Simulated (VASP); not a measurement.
# SiB in VASP: further runs, part 2 of 2

VASP 6.6.1. The steps go on from the part before.

**5. Relaxation of cell and atoms, PBE**

This run uses another cell than the first one, of 11.13 Å³/atom, 0.930 times its volume.

INCAR reads:

```
ALGO     = Fast           # electronic algorithm
EDIFF    = 1E-4           # SCF threshold, eV
EDIFFG   = -0.08          # ionic threshold
ENCUT    = 520            # plane-wave cutoff, eV
GGA      = PE             # functional
IBRION   = 2              # ionic algorithm
ISIF     = 3              # what is computed and relaxed
ISMEAR   = 0              # smearing method
KPAR     = 2            
LASPH    = True           # aspherical terms in the spheres
LCHARG   = False          # write CHGCAR
LREAL    = False          # projectors in reciprocal space
LWAVE    = False          # write WAVECAR
NELM     = 60             # most SCF steps
NSW      = 24             # ionic steps
PREC     = Normal         # precision mode
SIGMA    = 0.15           # smearing width, eV
```

KPOINTS reads:

```
k-points
0
Gamma
  6 6 10
```

POSCAR reads:

```
SiB
1.0
    3.2713156700      0.0000000000      0.0000000000
    0.0000000000      3.2713156700      0.0000000000
    0.0000000000      0.0000000000      2.0808657200
Si B
1 1
Direct
    0.5000000000      0.5000000000      0.5000000000
    0.0000000000      0.0000000000      0.5000000000
```

The run is started by

```sh
> cat potpaw_PBE.64/Si/POTCAR potpaw_PBE.64/B/POTCAR > POTCAR
> mpirun -np 2 vasp_std > vasp.out
```

Run time: 3.5 s. Hardware: 2 MPI ranks of Intel Xeon 6975P-C (Granite Rapids), shared host; peak memory 0.1 GiB.

The run converged. Its results:

```yaml
Free_energy: -10.4782 eV
Relaxed_volume: 10.95 Å³/atom
Relaxed_cell: a = 3.044 Å, b = 3.044 Å, c = 2.363 Å, α = 90.00°, β = 90.00°, γ = 90.00°
Space_group_after_relaxing_to_0.05_Å: P4/mmm (No. 123)
Energy_gained_by_relaxing: 327.0 meV/atom
Ionic_steps: 6
Pressure_after_relaxing: 0.1 GPa
Band_gap_on_the_k_mesh: none (metal or under the smearing width)
```

Stress tensor (GPa, compression positive):
```
-0.08  0.00  0.00
 0.00 -0.08  0.00
 0.00  0.00  0.43
```

Step by step:
| step | energy change (eV) | largest force (eV/Å) | pressure (GPa) | volume (Å³) |
| --- | --- | --- | --- | --- |
| 1 | 0.0000 | 0.0000 | 5.88 | 22.27 |
| 2 | -0.6176 | 0.0000 | -8.22 | 23.28 |
| 3 | -0.6171 | 0.0000 | -8.26 | 23.26 |
| 4 | -0.6294 | 0.0000 | 5.09 | 21.40 |
| 5 | -0.6493 | 0.0000 | -1.34 | 22.19 |
| 6 | -0.6541 | 0.0000 | 0.09 | 21.90 |

Final structure:
```xyz
2
Lattice="3.0441 0.0000 0.0000 0.0000 3.0441 0.0000 0.0000 0.0000 2.3631" Properties=species:S:1:pos:R:3 pbc="T T T"
Si    1.5220    1.5220    1.1816
B     3.0441    3.0441    1.1816
```

Levels at points of the mesh, in eV from the Fermi level:
```csv
k point,band 1,band 2,band 3,band 4,band 5,band 6,band 7
"(0.00, 0.00, 0.00)",-14.16,-1.75,-1.75,0.65,3.88,6.92,11.58
"(0.50, 0.00, 0.00)",-10.96,-10.09,0.71,3.29,3.45,6.20,8.25
"(0.50, 0.50, 0.00)",-7.40,-6.92,-6.92,-6.68,9.15,14.24,14.24
"(0.00, 0.00, 0.50)",-8.93,-7.19,1.33,1.33,3.21,8.91,8.91
"(0.50, 0.00, 0.50)",-5.79,-5.47,-3.83,-3.40,3.09,7.48,10.54
"(0.50, 0.50, 0.50)",-3.26,-3.26,-2.07,-1.94,-1.34,-0.32,3.26
```

Caveat: the relaxation stopped at a loose force limit of 0.08 eV/Å, so its end isn't a converged minimum.

**6. Relaxation of cell and atoms, PBE**

This run uses another cell than the first one, of 11.32 Å³/atom, 0.945 times its volume.

INCAR is that of step 5.

KPOINTS reads:

```
k-points
0
Gamma
  8 8 7
```

POSCAR reads:

```
SiB
1.0
    3.0867567500      0.0000000000      0.0000000000
   -1.5433783800      2.6732097600      0.0000000000
    0.0000000000      0.0000000000      2.7426436200
Si B
1 1
Direct
    0.0000000000      0.0000000000      0.0000000000
    0.3333333300      0.6666666700      0.5000000000
```

Potentials or basis: VASP PAW PBE potentials, release 64 (Si, B).

The run is started by

```sh
> cat potpaw_PBE.64/Si/POTCAR potpaw_PBE.64/B/POTCAR > POTCAR
> mpirun -np 2 vasp_std > vasp.out
```

It took 4.4 s on 2 MPI ranks of Intel Xeon 6975P-C (Granite Rapids), shared host; peak memory 0.11 GiB.

The run converged. Its results:

| Quantity | Value |
| --- | --- |
| Free energy | -10.6926 eV |
| Relaxed volume | 10.74 Å³/atom |
| Relaxed cell | a = 3.187 Å, b = 3.187 Å, c = 2.443 Å, α = 90.00°, β = 90.00°, γ = 120.00° |
| Space group after relaxing (to 0.05 Å) | P-6m2 (No. 187) |
| Energy gained by relaxing | 159.1 meV/atom |
| Ionic steps | 9 |
| Pressure after relaxing | 0.0 GPa |
| Band gap on the k mesh | none (metal or under the smearing width) |

Stress tensor (GPa, compression positive):
```
 0.04  0.00  0.00
 0.00  0.04  0.00
 0.00  0.00 -0.07
```

The path:
```
step  energy change (eV)  largest force (eV/Å)  pressure (GPa)  volume (Å³)
   1              0.0000                0.0000           -7.05        22.63
   2             -0.2292                0.0000            3.06        20.99
   3             -0.2354                0.0000           15.52        19.72
   4             -0.2702                0.0000            7.97        20.41
   5             -0.2724                0.0000            9.57        20.24
   6             -0.2092                0.0000            3.52        21.23
   7             -0.2955                0.0000            7.45        20.56
   8             -0.3114                0.0000           -3.56        22.03
   9             -0.3182                0.0000            0.00        21.49
```

Final structure:
```
Si B
1.0
     3.18706    0.00000    0.00000
    -1.59353    2.76008    0.00000
     0.00000    0.00000    2.44275
Si B
1 1
Direct
  0.00000 0.00000 0.00000
  0.33333 0.66667 0.50000
```

Levels at points of the mesh, in eV from the Fermi level:
```tsv
k point	band 1	band 2	band 3	band 4	band 5	band 6	band 7
(0.00, 0.00, 0.00)	-14.92	-0.93	-0.93	3.52	4.23	4.23	4.29
(0.50, 0.00, 0.00)	-11.40	-9.70	-3.32	1.03	6.00	11.67	11.73
```

Caveat: the relaxation stopped at a loose force limit of 0.08 eV/Å, so its end isn't a converged minimum.

**7. The runs side by side**

| k mesh | gap on the mesh (eV) | pressure (GPa) | relaxed volume (Å³/atom) |
| --- | --- | --- | --- |
| 8 × 8 × 8 | none | -0.4 | 10.10 |
| 9 × 9 × 5 | none | 0.5 | 10.75 |
| 6 × 6 × 10 | none | 0.1 | 10.95 |
| 8 × 8 × 7 | none | 0.0 | 10.74 |

Alike in all rows: task relaxation of cell and atoms; level PBE; potentials or basis VASP PAW PBE potentials, release 64 (Si, B); no spin polarisation; cell relaxed; cutoff (eV) 520; smearing gaussian 0.15 eV.

Caveats: the relaxation stopped at a loose force limit of 0.08 eV/Å, so its end isn't a converged minimum; the volume moved by over 15 % at a fixed basis, so the end points are rough (some runs).

Total energies depend on the potentials used, so only differences within one code and one set of settings carry meaning.
